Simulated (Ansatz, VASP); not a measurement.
# Bi (Bismuth): VASP beside Ansatz

Wanted: the spread between two codes on one cell, functional and k mesh. The structure shown is the start of the Ansatz relaxation below; VASP solves that cell, so the two are compared at the walk's first step.

Main program and level: Ansatz 0.2.0; plane waves, with VASP 6.6.1 beside it; single point at LDA.

### Step 1. Set-up

It takes space group R-3m (No. 166, trigonal). The conventional cell has a = 4.399 Å, b = 4.399 Å, c = 11.044 Å, α = 90.00°, β = 90.00°, γ = 120.00°. Nearest to Bi lie 6 Bi at 3.01 to 3.27 Å.

### Step 2. Ansatz: relaxation, LDA

Ansatz runs on its PAW soft_1 files.

The two programs are compared at the cell with which this relaxation starts, whose forces are those of its first step.

File input.yaml:

```yaml
crystal:
  lattice:
    - [2.1992704293, 1.2697493744, 3.6813855687]
    - [-2.1992704293, 1.2697493744, 3.6813855687]
    - [0.0, -2.5394987487, 3.6813855687]
  atoms:
    - { symbol: Bi, position: [0.2400911208, 0.2400911208, 0.2400911208] }
    - { symbol: Bi, position: [0.7599088792, 0.7599088792, 0.7599088792] }
kpoints:
  mp_grid: { grid: [12, 12, 12] }
hamiltonian:
  xc: lda
  pseudopotentials: { kind: paw, azcp: { folder: soft_1 }, xc_functional: pbe }
scf:
  occupations: { method: methfessel_paxton, width: 0.2 }
output:
  forces: true
  stress: true
  eigenvalues: true
relax:
  adjacent_minimum: "off"
  f_tol: 0.001
  max_steps: 60
  cell: { stress_tol: 0.01, fix: [volume] }
```

On the command line:

```
ansatz run input.yaml --threads 4 --pin off --max-ram 10240MiB --backend cpu --events-out ev --progress --plain --runs-dir out
```

Numbers of over 12 decimals in the logs are rounded to 6 here.

Output:

```text
Engine: ansatz 0.2.0, aarch64-unknown-linux-gnu
Pseudopotentials: kind: paw
Pseudopotential: Bi, paw, valence charge 15, recommended cutoff 420 eV (normal), soft_1/Bi.paw.azcp
Functional definition: SPW92
  exchange = slater_x
  correlation = pw_c
Crystal: 2 atoms, lattice volume = 61.682 Å³
Basis set: ecut = 420 eV, 1243 PW (Γ)
Bands: 19, of which v1, the nominal top of the filled ones, is band 15 counted from 1 (14 counted from 0)
Symmetry: 12 space group operations
Space group: R-3m (ITA 166), of the structure as read, at distance tolerance 4.0e-5 Å
k-points: 189 of 1728
Non-local potential: Bi, projectors of the file, l = 0: 2, l = 1: 2, l = 2: 2, l = 3: 1
PAW form: soft (Blöchl's): semilocal exchange-correlation on the pseudo side does not see the compensation charge
PAW frozen core: Bi, regenerated for the run's functional, and the local potential with it (the file was generated under x = pbe(κ = 0.804, μ = 0.219515), c = pbe(β = 0.066725))
PAW one-centre angular grid: Bi, 590 points (default); XC on 64 Gauss nodes
Initial density: superposition of atomic densities (chi_scale 0.1, normalization cell)
Initial wavefunctions: pseudopotential atomic-orbital guess
Functional: x = slater, c = lda
SCF iter   1: F=—  HF=-24175.639016 eV  |F-HF|=—  |Δ(HF+E_count)|=         —  Δρ=1.21e-2  dr2=7.59e-2  ethr=3.10e-3  ⟨swp⟩=5.5  Hψ=17402  notcnv=0
preconditioner: auto → Kerker (q_TF=auto, 2.419 Å⁻¹)  [metal: Δε(μ)=0.015 eV  Ē_g=20.618 eV  σ=0.200 eV  W_gap=0.06  n_scr=14 (ndim 8)  ℏωp=25.9 eV  f_vac=0.000  D(μ)=0.26/eV (n_scr^D=0)]
SCF iter   2: F=—  HF=-24175.623040 eV  |F-HF|=—  |Δ(HF+E_count)|=   1.60e-2  S|Δr|=    0.00e0  Δρ=7.54e-3  dr2=3.17e-2  ethr=2.53e-4  ⟨swp⟩=1.0  Hψ=5103  notcnv=0
SCF iter   3: F=—  HF=-24175.616147 eV  |F-HF|=—  |Δ(HF+E_count)|=   6.89e-3  S|Δr|=    0.00e0  Δρ=1.15e-3  dr2=1.36e-3  ethr=1.06e-4  ⟨swp⟩=2.0  Hψ=6418  notcnv=0
SCF iter   4: F=—  HF=-24175.615966 eV  |F-HF|=—  |Δ(HF+E_count)|=   1.81e-4  S|Δr|=    0.00e0  Δρ=3.52e-4  dr2=1.21e-4  ethr=4.52e-6  ⟨swp⟩=2.5  Hψ=5901  notcnv=0
SCF iter   5: F=—  HF=-24175.615968 eV  |F-HF|=—  |Δ(HF+E_count)|=   1.47e-6  S|Δr|=    0.00e0  Δρ=1.23e-4  dr2=1.07e-5  ethr=4.03e-7  ⟨swp⟩=3.0  Hψ=6494  notcnv=0
SCF iter   6: F=—  HF=-24175.615962 eV  |F-HF|=—  |Δ(HF+E_count)|=   5.39e-6  S|Δr|=    0.00e0  Δρ=1.65e-5  dr2=1.84e-7  ethr=3.57e-8  ⟨swp⟩=2.0  Hψ=6429  notcnv=0
SCF iter   7: F=-24175.615962 eV  HF=-24175.615962 eV  |F-HF|=4.53e-9  |Δ(HF+E_count)|=   2.43e-8  S|Δr|=    0.00e0  Δρ=3.45e-6  dr2=1.23e-8  ethr=3.33e-10  ⟨swp⟩=5.1  Hψ=15375  notcnv=0
SCF 1 converged in 7 iterations: F = -24175.615962 eV  dr2 = 1.23e-8
  greatest PAW one-centre occupation: 0.988 electrons in one spin orbital (limit 2), on the Bi atom at site 1 (counted from 0), in its partial waves of l = 2
relax step   1: F+E_penalty+E_count = -24175.61596235 eV  Δ(F+E_penalty+E_count) = +0.000e0 eV  max|allowed force component| = 7.301e-2 eV/Å  Δτ_max = 0.0000 Å  P = +4.749 GPa  Ω = 61.682 Å³  fix = [volume]  reactions: volume +4.749 GPa  (7 SCF iters, dr2 threshold 1.00e-7 eV, accepted)
[...]
relax step   2: F+E_penalty+E_count = -24175.61669844 eV  Δ(F+E_penalty+E_count) = -7.361e-4 eV  max|allowed force component| = 1.288e-2 eV/Å  Δτ_max = 0.0122 Å  P = +4.538 GPa  Ω = 61.682 Å³  energy of the carried Pulay correction = +1.604e-16 eV  fix = [volume]  reactions: volume +4.538 GPa  (4 SCF iters, dr2 threshold 2.00e-7 eV, accepted)
[...]
relax step   3: F+E_penalty+E_count = -24175.61678430 eV  Δ(F+E_penalty+E_count) = -8.586e-5 eV  max|allowed force component| = 1.357e-3 eV/Å  Δτ_max = 0.0014 Å  P = +4.554 GPa  Ω = 61.682 Å³  energy of the carried Pulay correction = +1.802e-18 eV  fix = [volume]  reactions: volume +4.554 GPa  (3 SCF iters, dr2 threshold 2.38e-8 eV, accepted)
[...]
relax step   4: F+E_penalty+E_count = -24175.61679131 eV  Δ(F+E_penalty+E_count) = -7.010e-6 eV  max|allowed force component| = 4.645e-4 eV/Å  Δτ_max = 0.0001 Å  P = +4.553 GPa  Ω = 61.682 Å³  energy of the carried Pulay correction = -2.703e-18 eV  fix = [volume]  reactions: volume +4.553 GPa  (3 SCF iters, dr2 threshold 2.14e-9 eV, accepted)
[...]
relax step   5: F+E_penalty+E_count = -24175.61679198 eV  Δ(F+E_penalty+E_count) = -6.721e-7 eV  max|allowed force component| = 4.659e-4 eV/Å  Δτ_max = 0.0000 Å  P = +4.553 GPa  Ω = 61.682 Å³  fix = [volume]  reactions: volume +4.553 GPa  stress off target by 5.93e-4 GPa on what of the cell is left free  SCF on the basis re-selected at this cell (its energy is not comparable with the rows above)  (6 SCF iters)
basis re-selected at this cell: Δ(F+E_penalty+E_count) = -6.721e-7 eV, ΔP = -0.000 GPa vs the last step (what re-selecting the basis moved, of the pressure what is left beyond the Pulay correction that the steps carried, after the strain that the cell walked since its last selection, with what the two solves' SCF thresholds leave and, on support functions, any second-order correction that the steps lacked; it is no m [...]
SCF converged after 6 iterations
Stability not checked: this state was not tested for a lower state beside it, because cold or Methfessel-Paxton smearing, or corrected tetrahedra, fill the levels in a way that the test cannot read (fill_not_monotonic; see scf.lower_state_search)
Free energy (F): -24175.616792 eV
Harris-Foulkes:  -24175.616792 eV  (|F-HF|=7.28e-12)
Internal energy: -24175.618656 eV  (E = F + TS)
E sigma→0 (E₀):  -24175.617258 eV
Entropy (-TS):   0.001864 eV (0.932 meV/atom)
Fermi energy:    11.504027 eV
--- Per-component energies (eV) ---
  E_band       = -169.651752
  E_kinetic    = 514.090092
  E_local      = -2511.844503  (includes V_loc(G=0)·N_el)
  E_nonlocal   = 825.454950
  E_hartree    = 932.280943
  E_xc         = -303.135449
  E_vxc        = -265.277436  (∫ρ·V_xc dr)
  E_paw        = -20705.494570  (= ΣΔE_a)
  E_vpaw       = -596.637181  (= ΣTr[D̂ρ^β])
  E_aug_tail   = 0.000440  (compensation charges beyond the density's cutoff)
  E_ewald      = -2926.960916
  E_core_change = -0.009642  (= ΣΔE_core)
  E_smearing   = 0.001864  (= −TS)
  E_closure    = 0.000000  (closes the sum)
  Σ components = -24175.616792   (vs F -24175.616792, Δ=0.00e0)
--- Forces (eV/Å), atoms counted from 1 ---
  atom   1  Bi     0.00000000     0.00000000     0.00046588
  atom   2  Bi    -0.00000000    -0.00000000    -0.00046588
  max |Σ_I F_I| component: 2.20e-17 eV/Å
--- Stress (GPa, compression-positive) ---
        4.553186       0.000000      -0.000000
        0.000000       4.553186      -0.000000
       -0.000000      -0.000000       4.552296
  P = ⅓ Tr σ = 4.5529 GPa (45.529 kbar)
--- Band table (eV; the first three rows and the last of 189) ---
  k-point 0: bands = [... 11 lower, 4.4043, 9.8425, 9.9603, 9.9603, 14.6317, 14.7895, 14.7895, 16.9711]
  k-point 1: bands = [... 11 lower, 4.1753, 9.8759, 9.9770, 10.0396, 14.3666, 14.4480, 14.5402, 16.5750]
  k-point 2: bands = [... 11 lower, 3.5706, 9.9541, 10.0320, 10.2308, 13.6003, 13.8812, 13.9448, 16.3879]
  k-point 188: bands = [... 11 lower, 0.6375, 10.7680, 10.9209, 10.9209, 11.6372, 11.6372, 11.7993, 19.4538]
--- Relaxed structure (4 steps of the walk, 4 accepted, 1 SCFs on fresh bases) ---
  F+E_penalty+E_count = -24175.61679198 eV   max|allowed force component| = 4.659e-4 eV/Å   (the final SCF, on the basis selected at the relaxed cell)
  cell:  # Å, volume = 61.6821 Å³
    - [2.202954, 1.271876, 3.669084]
    - [-2.202954, 1.271876, 3.669084]
    - [0, -2.543752, 3.669084]
  atoms:
    - { symbol: Bi, position: [0.241061, 0.241061, 0.241061] }
    - { symbol: Bi, position: [0.758939, 0.758939, 0.758939] }
```

Reading the cycles: dr2 is the Hartree energy of the density residual (eV), the measure of convergence; HF is the Harris–Foulkes estimate of the energy, which meets the free energy F at convergence.

### Step 3. VASP: single point, LDA, start cell, pair 1

The same cell, functional (in two slightly different forms), mesh and smearing now go to VASP, with its own data sets.

Lines of VASP's logs that name or quote its potential files are left out, and so is its time.

File INCAR:

```
SYSTEM = Bi
PREC = Accurate
ENCUT = 400
EDIFF = 1E-06
NELM = 120
ISMEAR = 1
SIGMA = 0.2
LREAL = .FALSE.
ALGO = Normal
GGA = CA
NBANDS = 21
LORBIT = 11
LWAVE = .FALSE.
LCHARG = .FALSE.
ISIF = 2
LASPH = .TRUE.
GGA_COMPAT = .FALSE.
KPAR = 2
```

File POSCAR:

```
Bi
1.0
    2.1992700000      1.2697490000      3.6813860000
   -2.1992700000      1.2697490000      3.6813860000
    0.0000000000     -2.5394990000      3.6813860000
Bi
2
Direct
    0.2400911276      0.2400911276      0.2400910331
    0.7599089131      0.7599089131      0.7599086138
```

File KPOINTS:

```
Automatic mesh
0
Gamma
12 12 12
0 0 0
```

PAW data sets: Bi_d (LDA family, release 64).

On the command line:

```
mpirun -np 2 vasp_std
```

Output:

```text
[banner, memory and clock lines left out]
running    2 mpi-ranks, on    1 nodes
 distrk:  each k-point on    1 cores,    2 groups
 distr:  one band on    1 cores,    1 groups

 POSCAR found type information on POSCAR Bi
 POSCAR found :  1 types and       2 ions
 LDA part: xc-table for (Slater(with rela. corr.)+CA(PZ))
 , standard interpolation
 POSCAR, INCAR and KPOINTS ok, starting setup
 FFT: planning ... GRIDC
 FFT: planning ... GRID_SOFT
 FFT: planning ... GRID
 WAVECAR not read
 entering main loop
       N       E                     dE             d eps       ncg     rms          rms(c)
DAV:   1     0.284342772071E+03    0.28434E+03   -0.14439E+04  7993   0.152E+03
DAV:   2     0.142963502268E+02   -0.27005E+03   -0.26440E+03  8058   0.414E+02
DAV:   3    -0.830131142921E+01   -0.22598E+02   -0.22298E+02  9402   0.140E+02
DAV:   4    -0.904398830431E+01   -0.74268E+00   -0.74214E+00  9543   0.280E+01
DAV:   5    -0.907573591762E+01   -0.31748E-01   -0.31747E-01 11338   0.502E+00    0.112E+00
DAV:   6    -0.905852116761E+01    0.17215E-01   -0.17416E-02 10549   0.153E+00    0.636E-01
DAV:   7    -0.905035576612E+01    0.81654E-02   -0.10986E-02 10526   0.122E+00    0.104E-01
DAV:   8    -0.905025695006E+01    0.98816E-04   -0.99162E-04  8999   0.376E-01    0.196E-02
DAV:   9    -0.905026269170E+01   -0.57416E-05   -0.44410E-05 11582   0.501E-02    0.572E-03
DAV:  10    -0.905026216318E+01    0.52852E-06   -0.28954E-06  7669   0.201E-02
   1 F= -.90502622E+01 E0= -.90508882E+01  d E =0.187809E-02
```

OUTCAR, selected parts (step 3):

```text
ion  position               nearest neighbor table
   1  0.240  0.240  0.240-   2 3.01   2 3.01   2 3.01   2 3.27   2 3.27   2 3.27
   2  0.760  0.760  0.760-   1 3.01   1 3.01   1 3.01   1 3.27   1 3.27   1 3.27

  LATTYP: Found a trigonal (rhomboedric) cell.
 ALAT       =     4.4723208669
 COS(alpha) =     0.5163610737

 Subroutine GETGRP returns: Found 12 space group operations
 (whereof 12 operations were pure point group operations)

The static configuration has the point symmetry D_3d.

 Found    189 irreducible k-points:

   k-points           NKPTS =    189   k-points in BZ     NKDIM =    189   number of bands    NBANDS=     21

   dimension x,y,z NGX =    30 NGY =   30 NGZ =   30
   dimension x,y,z NGXF=    60 NGYF=   60 NGZF=   60

   ENCUT  =  400.0 eV  29.40 Ry    5.42 a.u.   7.29  7.29  7.29*2*pi/ulx,y,z

   NELECT =      30.0000    total number of electrons

 k-points in reciprocal lattice and weights: Automatic mesh
   0.00000000  0.00000000  0.00000000       0.001
   0.08333333  0.00000000  0.00000000       0.003
   0.16666667  0.00000000  0.00000000       0.003
   0.25000000  0.00000000  0.00000000       0.003
   0.33333333  0.00000000  0.00000000       0.003
   0.41666667  0.00000000  0.00000000       0.003
   0.50000000  0.00000000  0.00000000       0.002
   0.08333333  0.08333333  0.00000000       0.003
   0.16666667  0.08333333  0.00000000       0.007
[...]
-0.41666667  0.50000000  0.41666667       0.003
   0.50000000  0.50000000  0.50000000       0.001

 average (electrostatic) potential at core
       1-103.2324       2-103.2324

 E-fermi :   7.7424

 k-point     1 :       0.0000    0.0000    0.0000
  band No.  band energies     occupation
    ...
     11      -6.2568      2.00000
     12       0.7454      2.00000
     13       6.0461      2.00000
     14       6.1953      2.00000
     15       6.1953      2.00000
     16      10.8015     -0.00000
     17      11.0019     -0.00000
     18      11.0019     -0.00000
     19      13.1959      0.00000
     20      13.2879      0.00000
    ...

 k-point     2 :       0.0833    0.0000    0.0000
  band No.  band energies     occupation
    ...
     11      -6.1814      2.00000
     12       0.5114      2.00000
     13       6.0811      2.00000
     14       6.2094      2.00000
     15       6.2737      2.00000
     16      10.5681     -0.00000
     17      10.6525     -0.00000
     18      10.7592     -0.00000
     19      12.7906      0.00000
     20      13.2374      0.00000
    ...

 k-point     3 :       0.1667    0.0000    0.0000
  band No.  band energies     occupation
    ...
     11      -5.9563      2.00000
     12      -0.1047      2.00000
     13       6.1579      2.00000
     14       6.2569      2.00000
     15       6.4653      2.00000
     16       9.8257     -0.00000
     17      10.0966     -0.00000
     18      10.1760     -0.00000
     19      12.5929      0.00000
     20      13.5064      0.00000
    ...

  Total        1.8707793      1.8707799      1.8219854      0.0000000     -0.0000002      0.0000000
  in kB       48.5930314     48.5930473     47.3256222      0.0000000     -0.0000043      0.0000000
  external PRESSURE =      48.1705670 kB  Pullay stress =       0.0000000 kB

  energy-cutoff  :      400.00
  volume of cell :       61.68
      direct lattice vectors                 reciprocal lattice vectors
     2.199270000  1.269749000  3.681386000     0.227348166  0.131259503  0.090545620
    -2.199270000  1.269749000  3.681386000    -0.227348166  0.131259503  0.090545620
     0.000000000 -2.539499000  3.681386000     0.000000000 -0.262519006  0.090545584

 POSITION                                       TOTAL-FORCE (eV/Angst)
 -----------------------------------------------------------------------------------
      0.00000     -0.00000      2.65160         0.000000     -0.000000      0.089704
      0.00000      0.00000      8.39255         0.000000      0.000000     -0.089704
 -----------------------------------------------------------------------------------
    total drift:                                0.000000     -0.000952      0.000957

  FREE ENERGIE OF THE ION-ELECTRON SYSTEM (eV)
  ---------------------------------------------------
  free  energy   TOTEN  =        -9.0502621632 eV

  energy  without entropy=       -9.0521402555  energy(sigma->0) =       -9.05088819

 total charge
# of ion       s       p       d       tot
------------------------------------------
    1        1.533   1.423   9.924  12.880
    2        1.533   1.423   9.924  12.880
--------------------------------------------------
tot          3.066   2.846  19.848  25.760

[... 3 further parts left out ...]
```

The run ends at a pressure of 4.82 GPa, with forces up to 0.090 eV/Å.

### Step 4. Differences

Known differences besides the potentials themselves: the two LDA forms differ slightly; the cutoff is 420 eV in Ansatz and 400 eV in VASP; VASP's log shows a relativistic correction to its local exchange, Ansatz's none. Total energies have different zeros and are not compared.

Forces (eV/Å; atoms numbered as in POSCAR):

```tsv
atom	Ansatz x, y, z	VASP x, y, z
Bi1	0.000, 0.000, 0.073	0.000, 0.000, 0.090
Bi2	0.000, 0.000, -0.073	0.000, 0.000, -0.090
```

The forces differ by 9.6 meV/Å r.m.s., which is 18.6 % of the r.m.s. force of 0.052 eV/Å (both taken over all components).

### Step 5. Other set-ups

Further runs change the set-up of one program: Ansatz's method, potentials or start, or VASP's data sets, cutoff or form of LDA. The table gives that difference for each run.

```tsv
run	r.m.s. force difference (meV/Å)
as above	9.6
VASP with a cutoff of 500 eV (perhaps on Ansatz's relaxed cell)	8.9
```

### Step 6. Ansatz: relaxation, LDA

The two programs are compared at the cell with which this relaxation starts, whose forces are those of its first step. The cell compared in this pair holds 63.02 Å³, against 61.68 Å³ for the pair before.

The structure compared here is the start of the Ansatz relaxation; VASP solves that cell, so the two are compared at the walk's first step.

input.yaml, the sections that differ from step 2:

```yaml
crystal:
  lattice:
    - [2.2108310624, 1.276423909, 3.7221809822]
    - [-2.2108310624, 1.276423909, 3.7221809822]
    - [0.0, -2.552847818, 3.7221809822]
  atoms:
    - { symbol: Bi, position: [0.239129545, 0.239129545, 0.239129545] }
    - { symbol: Bi, position: [0.760870455, 0.760870455, 0.760870455] }
# kpoints, hamiltonian, scf, output, relax: as in step 2
```

On the command line:

```
ansatz run input.yaml --threads 4 --pin off --max-ram 10240MiB --backend cpu --events-out ev --progress --plain --runs-dir out
```

Output:

```text
[...]
Crystal: 2 atoms, lattice volume = 63.023 Å³
Basis set: ecut = 420 eV, 1243 PW (Γ)
Bands: 19, of which v1, the nominal top of the filled ones, is band 15 counted from 1 (14 counted from 0)
Symmetry: 12 space group operations
[...]
k-points: 189 of 1728
[...]
k-point 188: bands = [... 11 lower, 0.4192, 10.3656, 10.5590, 10.5590, 11.3526, 11.3526, 11.4968, 18.9379]
--- Relaxed structure (4 steps of the walk, 4 accepted, 1 SCFs on fresh bases) ---
[...]
cell:  # Å, volume = 63.0230 Å³
    - [2.215093, 1.278885, 3.707871]
    - [-2.215093, 1.278885, 3.707871]
    - [0, -2.557769, 3.707871]
  atoms:
    - { symbol: Bi, position: [0.240091, 0.240091, 0.240091] }
    - { symbol: Bi, position: [0.759909, 0.759909, 0.759909] }
[key lines of the parts left out:]
SCF converged after 6 iterations
Free energy (F): -24175.648995 eV
Fermi energy:    11.137646 eV
P = ⅓ Tr σ = 3.1752 GPa (31.752 kbar)
```

### Step 7. VASP: single point, LDA, start cell, pair 2

The same cell, functional (in two slightly different forms), mesh and smearing now go to VASP, with its own data sets.

INCAR is that of step 3.

File POSCAR:

```
Bi
1.0
    2.2108310000      1.2764240000      3.7221810000
   -2.2108310000      1.2764240000      3.7221810000
    0.0000000000     -2.5528480000      3.7221810000
Bi
2
Direct
    0.2391295139      0.2391295139      0.2391295139
    0.7608704861      0.7608704861      0.7608704861
```

KPOINTS is that of step 3.

On the command line:

```
mpirun -np 2 vasp_std
```

Output:

```text
[... set-up lines as in an earlier step ...]
 entering main loop
       N       E                     dE             d eps       ncg     rms          rms(c)
DAV:   1     0.282921965541E+03    0.28292E+03   -0.14441E+04  7956   0.151E+03
DAV:   2     0.141403912387E+02   -0.26878E+03   -0.26287E+03  8098   0.410E+02
DAV:   3    -0.834601470941E+01   -0.22486E+02   -0.22213E+02  9427   0.139E+02
DAV:   4    -0.907813082553E+01   -0.73212E+00   -0.73175E+00  9638   0.279E+01
[...]
DAV:   8    -0.908358265335E+01    0.87809E-04   -0.10865E-03  8981   0.401E-01    0.183E-02
DAV:   9    -0.908358805792E+01   -0.54046E-05   -0.47276E-05 11524   0.531E-02    0.657E-03
DAV:  10    -0.908358769909E+01    0.35884E-06   -0.26393E-06  7771   0.165E-02
   1 F= -.90835877E+01 E0= -.90842012E+01  d E =0.184037E-02
```

Parts of OUTCAR (step 7):

```text
  Total        1.3729844      1.3729847      1.3171107      0.0000000      0.0000000      0.0000000
  in kB       34.9041395     34.9041465     33.4837126      0.0000000      0.0000000      0.0000000
  external PRESSURE =      34.4306662 kB  Pullay stress =       0.0000000 kB

 POSITION                                       TOTAL-FORCE (eV/Angst)
 -----------------------------------------------------------------------------------
      0.00000      0.00000      2.67025         0.000000     -0.000000      0.092256
      0.00000      0.00000      8.49629         0.000000      0.000000     -0.092256
 -----------------------------------------------------------------------------------
    total drift:                               -0.000000     -0.000000      0.000000

  FREE ENERGIE OF THE ION-ELECTRON SYSTEM (eV)
  ---------------------------------------------------
  free  energy   TOTEN  =        -9.0835876991 eV

  energy  without entropy=       -9.0854280738  energy(sigma->0) =       -9.08420116

[... 1 part as in an earlier step ...]

[... 2 further parts left out ...]
[key lines of the parts left out:]
E-fermi :   7.4542
```

The run ends at a pressure of 3.44 GPa, with forces up to 0.092 eV/Å.

(Continued in part 2 of 2.)

[Lines on the potential files, build, host, timing and source positions are cut from VASP's logs without a mark.]

[Logs are printed without paths, hosts, clocks, repeated set-up lines and the standing remarks that a program may print on its own settings, such as how far it seeks lower states.]

[Hosts, paths, dates, database ids (printed as entryN), source tags and the programs' standing remarks are cut or masked in the printed files.]

[Rows of further runs with another cutoff or data set may stand on the cell that Ansatz relaxed, not on the start cell of the pair above them.]
